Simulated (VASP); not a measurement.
Data:

```
CELL_PARAMETERS angstrom
      5.88045     0.00000     0.00000
      0.00000     5.88045     0.00000
      0.00000     0.00000     5.88045
ATOMIC_POSITIONS crystal
  As 0.61700 0.88300 0.11700
  As 0.11700 0.61700 0.88300
  As 0.61700 0.61700 0.61700
  As 0.38300 0.38300 0.38300
  As 0.88300 0.11700 0.61700
  As 0.88300 0.38300 0.11700
  As 0.11700 0.88300 0.38300
  As 0.38300 0.11700 0.88300
  Pt 0.00000 0.50000 0.50000
  Pt 0.50000 0.00000 0.50000
  Pt 0.00000 0.00000 0.00000
  Pt 0.50000 0.50000 0.00000
```

Method: LDA (Ceperley-Alder, Perdew-Zunger), VASP's LDA PAW potentials (set 64) (plane waves; VASP). Settings: 300 eV cut-off, 3×3×3 Γ-centred mesh, Gaussian smearing of 0.020 eV, potentials As Pt.

Unless said otherwise, spin-orbit coupling is left out, though it shifts the bands of the heavy elements here.

Give the energies of bands 33 to 46 at the high-symmetry points, in eV from the valence-band maximum.

```csv
band,Γ,X,M,R,X1
33,-3.60,-2.25,-2.16,-1.23,-2.25
34,-2.62,-2.25,-2.16,-1.23,-2.25
35,-2.62,-2.08,-2.16,-1.23,-2.08
36,-2.62,-2.08,-2.16,-1.23,-2.08
37,-2.62,-1.34,-0.66,-0.85,-1.34
38,-1.09,-1.34,-0.66,-0.85,-1.34
39,-1.09,-0.91,-0.66,-0.85,-0.91
40,-1.09,-0.91,-0.66,-0.85,-0.91
41,0.73,1.50,2.08,0.41,1.50
42,0.73,1.50,2.08,0.41,1.50
43,0.73,1.71,2.08,0.41,1.71
44,1.43,1.71,2.08,0.41,1.71
45,4.19,2.81,2.24,3.04,2.81
46,4.19,2.81,2.24,3.04,2.81
```

The gap is indirect, 0.41 eV, from the valence maximum at M-Γ at 0.29 to the conduction minimum at R.

The structure is a typed PtAs2 crystal. The cell was not relaxed at this level.
